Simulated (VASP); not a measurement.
A convergence study with VASP on Ge (diamond): one setting is varied, all else stays as given below, so the limit is that of these other settings. The cell's lengths are 1 % over those of the tabulated start and one atom is moved, so it is off equilibrium.

```yaml
crystal:
  lattice:
    - [0.00000, 2.85729, 2.85729]
    - [2.85729, 0.00000, 2.85729]
    - [2.85729, 2.85729, 0.00000]
  atoms:
    - { symbol: Ge, position: [0.00000, 0.00000, 0.00000] }
    - { symbol: Ge, position: [0.23940, 0.26060, 0.26060] }
```

Computed with PBEsol GGA, VASP's PBE PAW potentials (set 64) (plane waves; VASP). The tightest run used: 1000 eV cut-off, 9×9×9 Γ-centred mesh, Gaussian smearing of 0.050 eV, potentials Ge_d.

```csv
setting,E (eV/atom),pressure (GPa),largest force (eV/Å),plane waves
ENCUT = 150,22.1489,-1140.47,1.806,202
ENCUT = 250,-4.8354,-19.90,0.598,432
ENCUT = 350,-4.9238,-1.17,0.605,702
ENCUT = 450,-4.9224,-1.45,0.605,1022
```

These are the cheaper rows. Estimate the results at ENCUT = 1000, and how far the last row shown lies from them.

```json
[
 {"quantity": "E (eV/atom)", "tightest run": "-4.9229", "last row shown is off by": "0.0006"},
 {"quantity": "pressure (GPa)", "tightest run": "-1.18", "last row shown is off by": "-0.27"},
 {"quantity": "largest force (eV/Å)", "tightest run": "0.605", "last row shown is off by": "0.001"}
]
```

Left out are rungs that failed or repeat a setting and relaxations that didn't move; long series are thinned to 24 rows.

The compound is Ge in the diamond structure. The cell was not relaxed at this level, it is distorted from the ideal structure.
